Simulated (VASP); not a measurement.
# BPd (Pm-3m) in VASP: single point with LDA

Aim: the single point of BPd with LDA.

Program: VASP 6.6.1. These are calculated values, not measurements. Logs are shortened: lines on timing, memory, paths and dates and some standing lists are left out, and cuts for length are marked.

## 1. The structure

Symmetry: Pm-3m, No. 221, cubic system. The conventional cell has a = 2.762 Å, b = 2.762 Å, c = 2.762 Å, α = 90.00°, β = 90.00°, γ = 90.00°. Around Pd (site symmetry m-3m) lie 8 B at 2.39 Å. Around B (site symmetry m-3m) lie 8 Pd at 2.39 Å.

The cell was built by a generator and needn't be a form met in nature.

## 2. Single point, LDA

The input, INCAR:

```
PREC = Accurate ; ENCUT = 520
EDIFF = 1E-6 ; ISMEAR = -1
SIGMA = 0.1 ; LREAL = F
LASPH = T ; NELM = 100
ALGO = Normal ; ISIF = 2
LWAVE = F ; LCHARG = F
GGA = CA ; NBANDS = 14
```

The input, KPOINTS:

```
regular mesh
0
Gamma
  12 12 12
```

The input, POSCAR:

```
BPd
1.0
    2.7617661800      0.0000000000      0.0000000000
    0.0000000000      2.7617661800      0.0000000000
    0.0000000000      0.0000000000      2.7617661800
Pd B
1 1
Direct
    0.0000000000      0.0000000000      0.0000000000
    0.5000000000      0.5000000000      0.5000000000
```

Potentials or basis: VASP PAW LDA potentials, release 64 (Pd, B).

Launch:

```console
cat potpaw_LDA.64/Pd/POTCAR potpaw_LDA.64/B/POTCAR > POTCAR
mpirun -np 1 vasp_std > vasp.out
```

OUTCAR:

```text
PREC = Accurate
   ENCUT = 520
   EDIFF = 1E-6
   ISMEAR = -1
   LREAL = F
   LASPH = T
   NELM = 100
   ISIF = 2
   GGA = CA

 ion  position               nearest neighbor table
   1  0.000  0.000  0.000-   2 2.39   2 2.39   2 2.39   2 2.39   2 2.39   2 2.39   2 2.39   2 2.39

   2  0.500  0.500  0.500-   1 2.39   1 2.39   1 2.39   1 2.39   1 2.39   1 2.39   1 2.39   1 2.39

  LATTYP: Found a simple cubic cell.
 ALAT       =     2.7617661800

  Lattice vectors:

 A1 = (   2.7617661800,   0.0000000000,   0.0000000000)
 A2 = (   0.0000000000,   2.7617661800,   0.0000000000)
 A3 = (   0.0000000000,   0.0000000000,   2.7617661800)

Analysis of symmetry for initial positions (statically):
=====================================================================
 Subroutine PRICEL returns:
 Original cell was already a primitive cell.

 Routine SETGRP: Setting up the symmetry group for a
 simple cubic supercell.

 Subroutine GETGRP returns: Found 48 space group operations
 (whereof 48 operations were pure point group operations)
 out of a pool of 48 trial point group operations.

The static configuration has the point symmetry O_h .

Analysis of symmetry for dynamics (positions and initial velocities):
=====================================================================
 Subroutine PRICEL returns:
 Original cell was already a primitive cell.

 Routine SETGRP: Setting up the symmetry group for a
 simple cubic supercell.

 Subroutine GETGRP returns: Found 48 space group operations
 (whereof 48 operations were pure point group operations)
 out of a pool of 48 trial point group operations.

The dynamic configuration has the point symmetry O_h .

 Subroutine INISYM returns: Found 48 space group operations
 (whereof 48 operations are pure point group operations),
 and found     1 'primitive' translations

----------------------------------------------------------------------------------------

                                     Primitive cell

  volume of cell :      21.0650

  direct lattice vectors                    reciprocal lattice vectors
     2.761766180  0.000000000  0.000000000     0.362087134  0.000000000  0.000000000
     0.000000000  2.761766180  0.000000000     0.000000000  0.362087134  0.000000000
     0.000000000  0.000000000  2.761766180     0.000000000  0.000000000  0.362087134

  length of vectors
     2.761766180  2.761766180  2.761766180     0.362087134  0.362087134  0.362087134

  position of ions in fractional coordinates (direct lattice)
     0.000000000  0.000000000  0.000000000
     0.500000000  0.500000000  0.500000000

  ion indices of the primitive-cell ions
   primitive index   ion index
                 1           1
                 2           2

----------------------------------------------------------------------------------------

 KPOINTS: regular mesh

Automatic generation of k-mesh.
 Grid dimensions read from file:
 generate k-points for:   12   12   12

 Generating k-lattice:

  Cartesian coordinates                     Fractional coordinates (reciprocal lattice)
     0.030173928  0.000000000  0.000000000     0.083333333  0.000000000  0.000000000
     0.000000000  0.030173928  0.000000000     0.000000000  0.083333333  0.000000000
     0.000000000  0.000000000  0.030173928     0.000000000  0.000000000  0.083333333

  Length of vectors
     0.030173928  0.030173928  0.030173928

  Shift w.r.t. Gamma in fractional coordinates (k-lattice)
     0.000000000  0.000000000  0.000000000

 Subroutine IBZKPT returns following result:
 ===========================================

 Found     84 irreducible k-points:

 Following reciprocal coordinates:
            Coordinates               Weight
  0.000000  0.000000  0.000000      1.000000
  0.083333  0.000000  0.000000      6.000000
  0.166667  0.000000  0.000000      6.000000
  0.250000  0.000000  0.000000      6.000000
  0.333333  0.000000  0.000000      6.000000
  0.416667  0.000000  0.000000      6.000000
[... 16 lines left out ...]
  0.333333  0.333333  0.000000     12.000000
  0.416667  0.333333  0.000000     24.000000
 [... further k-points ...]
   k-points           NKPTS =     84   k-points in BZ     NKDIM =     84   number of bands    NBANDS=     14
   number of dos      NEDOS =    301   number of ions     NIONS =      2
   total plane-waves  NPLWV =  13824
   dimension x,y,z NGX =    24 NGY =   24 NGZ =   24
   dimension x,y,z NGXF=    48 NGYF=   48 NGZF=   48
   ions per type =               1   1
   NGX,Y,Z   is equivalent  to a cutoff of  14.45, 14.45, 14.45 a.u.
   NGXF,Y,Z  is equivalent  to a cutoff of  28.89, 28.89, 28.89 a.u.
 SYSTEM =  unknown system
   PREC   = accura    normal or accurate (medium, high low for compatibility)
   ISTART =      0    job   : 0-new  1-cont  2-samecut
   ICHARG =      2    charge: 1-file 2-atom 10-const
   ISPIN  =      1    spin polarized calculation?
   LNONCOLLINEAR =      F non collinear calculations
   LSORBIT =      F    spin-orbit coupling
   LASPH  =      T    aspherical Exc in radial PAW
   ENCUT  =  520.0 eV  38.22 Ry    6.18 a.u.   5.14  5.14  5.14*2*pi/ulx,y,z
   NELM   =    100;   NELMIN=  2; NELMDL= -5     # of ELM steps
   EDIFF  = 0.1E-05   stopping-criterion for ELM
   LREAL  =      F    real-space projection
   EDIFFG = 0.1E-04   stopping-criterion for IOM
   NSW    =      0    number of steps for IOM
   IBRION =     -1    ionic relax: 0-MD 1-quasi-New 2-CG
   NFREE  =      0    steps in history (QN), initial steepest desc. (CG)
   ISIF   =      2    stress and relaxation
   ISYM   =      2    0-nonsym 1-usesym 2-fastsym
   POTIM  = 0.5000    time-step for ionic-motion
   TEBEG  =    0.0;   TEEND  =   0.0 temperature during run
   PSTRESS=    0.0 pullay stress
   NELECT =      13.0000    total number of electrons
   NUPDOWN=      -1.0000    fix difference up-down
   EMIN   =  10.00;   EMAX   =-10.00  energy-range for DOS
   EFERMI =   0.00;   METHOD = LEGACY
   ISMEAR =    -1;   SIGMA  =   0.10  broadening in eV -4-tet -1-fermi 0-gaus
   EFERMI_NEDOS =   21; number of points for ismear=-14 and -15
   IALGO  =     38    algorithm
   IMIX   =      4    mixing-type and parameters
     AMIX     =   0.40;   BMIX     =  1.00
     AMIX_MAG =   1.60;   BMIX_MAG =  1.00
  volume/ion in A,a.u.               =      10.53        71.08
  Fermi-wavevector in a.u.,A,eV,Ry     =   1.393806  2.633912 26.431978  1.942696
  Thomas-Fermi vector in A             =   2.517417
   LORBIT       =      0    0 simple, 1 ext, 2 COOP (PROOUT), +10 PAW based schemes
   GGA     = CA    functional components
   LHFCALC =     F    Hartree Fock is set to
   AEXX    =    0.0000 exact exchange contribution
   IVDW    =     0    specifies the selected vdW correction
   LEPSILON=     F    determine dielectric tensor
   LRPA    =     F    only Hartree local field effects (RPA)
 non-spin polarized calculation
  energy-cutoff  :      520.00
  volume of cell :       21.06
 maximum number of plane-waves:       587
 NGX is ok and might be reduce to    24
   NGX = 11   NGY = 11   NGZ = 11

 number of electron      13.0000000 magnetization

 Free energy of the ion-electron system (eV)
  ---------------------------------------------------
  ext. energy  EPLUGINS =         0.00000000
  ---------------------------------------------------
  free energy    TOTEN  =       -12.99259925 eV

  energy without entropy =      -12.95620824  energy(sigma->0) =      -12.97440375

 E-fermi :  10.6772     XC(G=0): -13.3421

 val. band max:       10.6671707561   @ k =   0.4167   0.2500   0.1667
 cond. band min:      10.7366891042   @ k =   0.4167   0.3333   0.1667
 fundamental gap:      0.0695183481
 Fermi energy:        10.6771635451

 k-point     1 :       0.0000    0.0000    0.0000
  band No.  band energies     occupation
      1      -1.7012      2.00000
      2       4.6383      2.00000
      3       4.6383      2.00000
      4       8.1640      2.00000
      5       8.1640      2.00000
      6       8.1640      2.00000
      7      12.7611      0.00000
      8      12.7611      0.00000
      9      12.7611      0.00000
     10      21.9007      0.00000
     11      25.0652      0.00000
     12      25.0652      0.00000
     13      33.3070      0.00000
     14      33.3070      0.00000

 k-point     2 :       0.0833    0.0000    0.0000
  band No.  band energies     occupation
      1      -1.5640      2.00000
      2       4.6723      2.00000
      3       4.6895      2.00000
      4       7.9591      2.00000
      5       7.9591      2.00000
      6       8.1750      2.00000
      7      12.3763      0.00000
      8      13.0523      0.00000
      9      13.0523      0.00000
     10      22.0643      0.00000
     11      24.7959      0.00000
     12      25.4064      0.00000
     13      32.5146      0.00000
     14      32.5146      0.00000

 k-point     3 :       0.1667    0.0000    0.0000
  band No.  band energies     occupation
      1      -1.1616      2.00000
      2       4.7666      2.00000
      3       4.7834      2.00000
      4       7.4843      2.00000
      5       7.4843      2.00000
      6       8.2051      2.00000
      7      11.5019      0.00052
      8      13.7827      0.00000
      9      13.7827      0.00000
     10      22.3283      0.00000
     11      24.1083      0.00000
     12      26.2233      0.00000
     13      30.6718      0.00000
     14      30.6718      0.00000

 k-point     4 :       0.2500    0.0000    0.0000
  band No.  band energies     occupation
      1      -0.5195      2.00000
      2       4.7338      2.00000
      3       4.8997      2.00000
      4       6.9584      2.00000
      5       6.9584      2.00000
      6       8.2466      2.00000
      7      10.6560      1.10555
      8      14.7183      0.00000
      9      14.7183      0.00000
     10      22.5152      0.00000
     11      23.2580      0.00000
     12      26.6036      0.00000
     13      28.7118      0.00000
     14      28.7118      0.00000

 k-point     5 :       0.3333    0.0000    0.0000
  band No.  band energies     occupation
      1       0.3246      2.00000
      2       4.3026      2.00000
      3       5.0380      2.00000
      4       6.5170      2.00000
      5       6.5170      2.00000
      6       8.2885      2.00000
      7      10.2136      1.98079
      8      15.6702      0.00000
      9      15.6702      0.00000
     10      22.4833      0.00000
     11      22.6869      0.00000
[... 276 lines left out ...]
 k-point    22 :       0.5000    0.2500    0.0000
  band No.  band energies     occupation
      1       1.9797      2.00000
      2       3.7196      2.00000
      3       5.9074      2.00000
      4       6.4492      2.00000
      5       6.5446      2.00000
      6       7.6377      2.00000
      7       9.9849      1.99803
      8      14.2878      0.00000
      9      15.8487      0.00000
     10      18.8647      0.00000
     11      23.6765      0.00000
     12      26.3997      0.00000
     13      27.3097      0.00000
     14      28.1311      0.00000

 k-point    23 :       0.3333    0.3333    0.0000
  band No.  band energies     occupation
      1       1.4584      2.00000
      2       4.3609      2.00000
      3       6.0658      2.00000
      4       6.4329      2.00000
      5       6.9172      2.00000
      6       7.3024      2.00000
      7      10.2914      1.95865
      8      13.2019      0.00000
      9      15.5488      0.00000
     10      18.8332      0.00000
     11      24.7039      0.00000
     12      26.5148      0.00000
     13      28.1023      0.00000
     14      29.3129      0.00000

 k-point    24 :       0.4167    0.3333    0.0000
  band No.  band energies     occupation
      1       1.7059      2.00000
      2       4.4379      2.00000
      3       6.2703      2.00000
      4       6.5851      2.00000
      5       6.8368      2.00000
      6       7.2948      2.00000
      7       9.9246      1.99892
      8      13.3408      0.00000
      9      15.4330      0.00000
     10      17.8716      0.00000
     11      24.5158      0.00000
     12      26.2715      0.00000
     13      28.1544      0.00000
     14      29.8631      0.00000

 [... further k-points ...]
[... 5 lines left out ...]
  --------------------------------------------------------------------------------------
  -------------------------------------------------------------------------------------
  Total       -1.2187062     -1.2187062     -1.2187062      0.0000000     -0.0000000     -0.0000000
  in kB      -92.6934151    -92.6934151    -92.6934151      0.0000000     -0.0000000     -0.0000000
  external PRESSURE =     -92.6934151 kB  Pullay stress =       0.0000000 kB

 VOLUME and BASIS-vectors are now :
 -----------------------------------------------------------------------------
  energy-cutoff  :      520.00
  volume of cell :       21.06
      direct lattice vectors                 reciprocal lattice vectors
     2.761766180  0.000000000  0.000000000     0.362087134  0.000000000  0.000000000
     0.000000000  2.761766180  0.000000000     0.000000000  0.362087134  0.000000000
     0.000000000  0.000000000  2.761766180     0.000000000  0.000000000  0.362087134

 POSITION                                       TOTAL-FORCE (eV/Angst)
 -----------------------------------------------------------------------------------
      0.00000      0.00000      0.00000         0.000000      0.000000      0.000000
      1.38088      1.38088      1.38088         0.000000      0.000000      0.000000
 -----------------------------------------------------------------------------------
    total drift:                                0.000000      0.000000      0.000000

  FREE ENERGIE OF THE ION-ELECTRON SYSTEM (eV)
  ---------------------------------------------------
  free  energy   TOTEN  =       -12.9925992505 eV

  energy  without entropy=      -12.9562082434  energy(sigma->0) =      -12.97440375
```

Wall time 10 s (1 thread of Intel Xeon 6975P-C (Granite Rapids), shared host); peak memory 0.14 GiB.

Results:

| Property | Result |
| --- | --- |
| Free energy | -12.9926 eV |
| Pressure | -9.3 GPa |
| Band gap on the k mesh | none (metal or under the smearing width) |

Levels at points of the mesh, in eV from the Fermi level:
| k point | band 3 | band 4 | band 5 | band 6 | band 7 | band 8 | band 9 | band 10 | band 11 | band 12 |
| --- | --- | --- | --- | --- | --- | --- | --- | --- | --- | --- |
| (0.00, 0.00, 0.00) | -6.04 | -2.51 | -2.51 | -2.51 | 2.08 | 2.08 | 2.08 | 11.22 | 14.39 | 14.39 |
| (0.50, 0.00, 0.00) | -5.50 | -4.55 | -4.55 | -2.35 | -0.48 | 6.06 | 6.06 | 11.09 | 12.49 | 13.59 |
| (0.50, 0.50, 0.00) | -3.82 | -3.82 | -3.64 | -3.64 | -1.30 | 2.05 | 4.22 | 5.66 | 14.41 | 14.41 |
| (0.50, 0.50, 0.50) | -7.57 | -2.21 | -1.22 | -1.22 | 4.54 | 4.54 | 4.54 | 5.54 | 5.54 | 5.54 |
